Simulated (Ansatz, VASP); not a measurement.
# TiTeSe in two plane-wave programs

Aim: how closely do two programs agree when they are given the same cell, functional and k mesh? The cell is taken from a series of runs on this material, whose earlier steps may have relaxed, scaled, displaced or heated it; both programs get it as it stands.

Method: plane waves, with VASP 6.6.1 beside it; PBEsol, in Ansatz 0.2.0.

## 1. Set-up

The cell holds 3 atoms: 1 Ti, 1 Se and 1 Te. Its edges and angles: a = 3.749 Å, b = 3.749 Å, c = 30.000 Å, α = 90.0°, β = 90.0°, γ = 120.0°. Vacuum lies along c.

## 2. Ansatz: zone-centre phonons, PBEsol

Ansatz runs on its PAW soft_1 files.

Second derivatives magnify differences that forces hide, and they need a tight electronic threshold.

input.yaml

```yaml
crystal:
  lattice:
    - [3.7485295178, 0.0, 0.0]
    - [-1.8742647589, 3.2463217893, 0.0]
    - [0.0, 0.0, 30.0]
  atoms:
    - { symbol: Ti, position: [0.0, 0.0, 0.3374033316] }
    - { symbol: Se, position: [0.3333333333, 0.6666666667, 0.381401011] }
    - { symbol: Te, position: [0.6666666667, 0.3333333333, 0.277862324] }
  periodic: [true, true, false]
kpoints:
  mp_grid: { grid: [15, 15, 1] }
hamiltonian:
  xc: pbesol
  pseudopotentials: { kind: paw, azcp: { folder: soft_1 }, xc_functional: pbe }
scf:
  occupations: { method: methfessel_paxton, width: 0.2 }
output:
  eigenvalues: true
phonons:
  method: dfpt
```

On the command line:

```
ansatz run input.yaml --threads 4 --pin off --max-ram 16384MiB --backend cpu --events-out ev --progress --plain --runs-dir out
```

Numbers of over 12 decimals in the logs are rounded to 6 here.

The program printed:

```text
Engine: ansatz 0.2.0, aarch64-unknown-linux-gnu
Pseudopotentials: kind: paw
Pseudopotential: Ti, paw, valence charge 12, recommended cutoff 420 eV (normal), soft_1/Ti.paw.azcp
Pseudopotential: Se, paw, valence charge 16, recommended cutoff 420 eV (normal), soft_1/Se.paw.azcp
Pseudopotential: Te, paw, valence charge 16, recommended cutoff 420 eV (normal), soft_1/Te.paw.azcp
Functional definition: PBEsol
  exchange = pbesol_x
  correlation = pbesol_c
Crystal: 3 atoms, lattice volume = 365.068 Å³
Basis set: ecut = 420 eV, 7157 PW (Γ), exchange–correlation on 54×54×432 points (8 copies of the dense FFT grid, shifted against one another)
Bands: 27, of which v1, the nominal top of the filled ones, is band 22 counted from 1 (21 counted from 0)
Symmetry: 6 space group operations
k-points: 64 of 225 (irreducible under 2 space group operations, time reversal used)
Non-local potential: Ti, projectors of the file, l = 0: 3, l = 1: 2, l = 2: 3, l = 3: 1
Non-local potential: Se, projectors of the file, l = 0: 2, l = 1: 2, l = 2: 3, l = 3: 1
Non-local potential: Te, projectors of the file, l = 0: 2, l = 1: 2, l = 2: 2, l = 3: 1
PAW form: soft (Blöchl's): semilocal exchange-correlation on the pseudo side does not see the compensation charge
PAW frozen core: Ti, regenerated for the run's functional, and the local potential with it (the file was generated under x = pbe(κ = 0.804, μ = 0.219515), c = pbe(β = 0.066725))
PAW frozen core: Se, regenerated for the run's functional, and the local potential with it (the file was generated under x = pbe(κ = 0.804, μ = 0.219515), c = pbe(β = 0.066725))
PAW frozen core: Te, regenerated for the run's functional, and the local potential with it (the file was generated under x = pbe(κ = 0.804, μ = 0.219515), c = pbe(β = 0.066725))
PAW one-centre angular grid: Ti, 590 points (default); XC on 64 Gauss nodes
PAW one-centre angular grid: Se, 590 points (default); XC on 64 Gauss nodes
PAW one-centre angular grid: Te, 590 points (default); XC on 64 Gauss nodes
Initial density: superposition of atomic densities (neutral atoms: chi_scale 0, normalization atom)
Initial wavefunctions: pseudopotential atomic-orbital guess
Functional: x = pbesol(κ = 0.804, μ = 0.123457), c = pbesol(β = 0.046)
SCF iter   1: F=—  HF=-14802.779503 eV  |F-HF|=—  |Δ(HF+E_count)|=         —  Δρ=1.86e-2  dr2=1.72e0  ethr=3.10e-3  ⟨swp⟩=13.2  Hψ=11270  notcnv=0
preconditioner: auto → LDOS  [metal: Δε(μ)=0.112 eV  Ē_g=6.932 eV  σ=0.200 eV  W_gap=0.45  n_scr=18 (ndim 8)  ℏωp=7.8 eV  f_vac=0.759  D(μ)=0.86/eV (n_scr^D=6)  β→1.0]
SCF iter   2: F=—  HF=-14803.079039 eV  |F-HF|=—  |Δ(HF+E_count)|=   3.00e-1  S|Δr|=    0.00e0  Δρ=1.64e-2  dr2=3.57e0  ethr=3.10e-3  ⟨swp⟩=4.1  Hψ=4741  notcnv=0
SCF iter   3: F=—  HF=-14802.340428 eV  |F-HF|=—  |Δ(HF+E_count)|=   7.39e-1  S|Δr|=    0.00e0  Δρ=3.98e-3  dr2=2.39e-1  ethr=3.10e-3  ⟨swp⟩=4.7  Hψ=3917  notcnv=0
SCF iter   4: F=—  HF=-14802.339891 eV  |F-HF|=—  |Δ(HF+E_count)|=   5.37e-4  S|Δr|=    0.00e0  Δρ=3.00e-3  dr2=5.48e-2  ethr=5.44e-4  ⟨swp⟩=2.6  Hψ=3994  notcnv=0
SCF iter   5: F=—  HF=-14802.333938 eV  |F-HF|=—  |Δ(HF+E_count)|=   5.95e-3  S|Δr|=    0.00e0  Δρ=7.50e-4  dr2=2.26e-3  ethr=1.25e-4  ⟨swp⟩=2.1  Hψ=2244  notcnv=0
SCF iter   6: F=—  HF=-14802.333508 eV  |F-HF|=—  |Δ(HF+E_count)|=   4.29e-4  S|Δr|=    0.00e0  Δρ=2.86e-4  dr2=3.27e-4  ethr=5.13e-6  ⟨swp⟩=3.5  Hψ=3109  notcnv=0
SCF iter   7: F=—  HF=-14802.333532 eV  |F-HF|=—  |Δ(HF+E_count)|=   2.32e-5  S|Δr|=    0.00e0  Δρ=4.18e-5  dr2=8.41e-6  ethr=7.43e-7  ⟨swp⟩=2.8  Hψ=3112  notcnv=0
SCF iter   8: F=—  HF=-14802.333532 eV  |F-HF|=—  |Δ(HF+E_count)|=   1.61e-7  S|Δr|=    0.00e0  Δρ=9.84e-6  dr2=3.32e-7  ethr=1.91e-8  ⟨swp⟩=3.1  Hψ=3436  notcnv=0
SCF iter   9: F=—  HF=-14802.333593 eV  |F-HF|=—  |Δ(HF+E_count)|=   6.12e-5  S|Δr|=    0.00e0  Δρ=2.87e-6  dr2=1.42e-8  ethr=7.55e-10  ⟨swp⟩=3.4  Hψ=3746  notcnv=0
SCF iter  10: F=—  HF=-14802.333593 eV  |F-HF|=—  |Δ(HF+E_count)|=   2.28e-7  S|Δr|=    0.00e0  Δρ=7.22e-7  dr2=1.32e-9  ethr=3.23e-11  ⟨swp⟩=2.9  Hψ=3543  notcnv=0
SCF iter  11: F=—  HF=-14802.333593 eV  |F-HF|=—  |Δ(HF+E_count)|=   3.12e-8  S|Δr|=    0.00e0  Δρ=1.64e-7  dr2=2.65e-10  ethr=3.00e-12  ⟨swp⟩=3.1  Hψ=3741  notcnv=0
SCF iter  12: F=—  HF=-14802.333593 eV  |F-HF|=—  |Δ(HF+E_count)|=   2.52e-9  S|Δr|=    0.00e0  Δρ=5.26e-8  dr2=3.25e-11  ethr=1.00e-12  ⟨swp⟩=3.0  Hψ=2470  notcnv=0
SCF iter  13: F=-14802.333593 eV  HF=-14802.333593 eV  |F-HF|=5.82e-11  |Δ(HF+E_count)|=  5.17e-10  S|Δr|=    0.00e0  Δρ=1.67e-8  dr2=5.83e-13  ethr=1.00e-12  ⟨swp⟩=13.4  Hψ=11148  notcnv=0
SCF 1 converged in 13 iterations: F = -14802.333593 eV  dr2 = 5.83e-13
  greatest PAW one-centre occupation: 1.000 electrons in one spin orbital (limit 2), on the Se atom at site 1 (counted from 0), in its partial waves of l = 2
DFPT response loops at Γ: preconditioner auto → none (partly filled bands, converged f_vac=0.766); β = 0.50; Broyden in place of MSR1
SCF converged after 13 iterations
Stability not checked: this state was not tested for a lower state beside it, because cold or Methfessel-Paxton smearing, or corrected tetrahedra, fill the levels in a way that the test cannot read (fill_not_monotonic; see scf.lower_state_search)
Free energy (F): -14802.333593 eV
Harris-Foulkes:  -14802.333593 eV  (|F-HF|=5.82e-11)
Internal energy: -14802.337788 eV  (E = F + TS)
E sigma→0 (E₀):  -14802.334642 eV
Entropy (-TS):   0.004195 eV (1.398 meV/atom)
Fermi energy:    -4.995311 eV
--- Per-component energies (eV) ---
  E_band       = -1456.840098
  E_kinetic    = 561.613623
  E_local      = -89753.095586  (includes V_loc(G=0)·N_el)
  E_nonlocal   = -222.965922
  E_hartree    = 44526.075036
  E_xc         = -320.613161
  E_vxc        = -336.205567  (∫ρ·V_xc dr)
  E_paw        = -7696.763022  (= ΣΔE_a)
  E_vpaw       = -758.336392  (= ΣTr[D̂ρ^β])
  E_aug_tail   = -0.000350  (compensation charges beyond the density's cutoff)
  E_ewald      = 38101.888946
  E_core_change = 1.522648  (= ΣΔE_core)
  E_smearing   = 0.004195  (= −TS)
  E_closure    = -0.000000  (closes the sum)
  Σ components = -14802.333593   (vs F -14802.333593, Δ=0.00e0)
--- Band table (eV; the first three rows and the last of 64) ---
  k-point 0: bands = [... 18 lower, -7.6332, -6.4363, -4.8249, -4.8249, -4.3597, -4.3597, -4.1318, -1.6967, ... 1 higher]
  k-point 1: bands = [... 18 lower, -7.6240, -6.3182, -5.1615, -5.0256, -4.5257, -4.1886, -3.9139, -2.0097, ... 1 higher]
  k-point 2: bands = [... 18 lower, -7.6009, -6.1594, -5.9060, -5.3420, -4.6148, -3.9689, -3.7635, -2.5111, ... 1 higher]
  k-point 63: bands = [... 18 lower, -8.0220, -7.7816, -7.0669, -6.5622, -4.5112, -3.9704, -3.9118, -2.8621, ... 1 higher]
--- Phonons (Γ-DFPT): 6 representative perturbations + reference, on 64 of 225 k-points (Σ response iterations 31) ---
  k mesh reduced under 2 symmetry operations, with k and −k counted as one. Each operation leaves every solved perturbation unchanged. A smaller set is not used because it would not reduce the number of displacements times k-points to solve
  ASR residual: 6.321e-5 → 0.000e0 eV/Å²; symmetrization residual: 6.595e-5 eV/Å²
  ASR residual per site (eV/Å²): 3.49e-5 1.28e-5 6.32e-5
  Γ frequencies (cm⁻¹): 0.00 0.00 0.00 101.72 101.72 152.15 174.42 174.42 283.48
  non-analytic LO–TO correction: not included (Born effective charges unavailable; polar crystals: no LO–TO splitting at Γ)
```

Reading the cycles: dr2 is the Hartree energy of the density residual (eV), the measure of convergence; HF is the Harris–Foulkes estimate of the energy, which meets the free energy F at convergence.

[end of part 1 of 2]

[Lines on the potential files, build, host, timing and source positions are cut from VASP's logs without a mark.]

[Logs are printed without paths, hosts, clocks, repeated set-up lines and the standing remarks that a program may print on its own settings, such as how far it seeks lower states.]

[Hosts, paths, dates, database ids (printed as entryN), source tags and the programs' standing remarks are cut or masked in the printed files.]
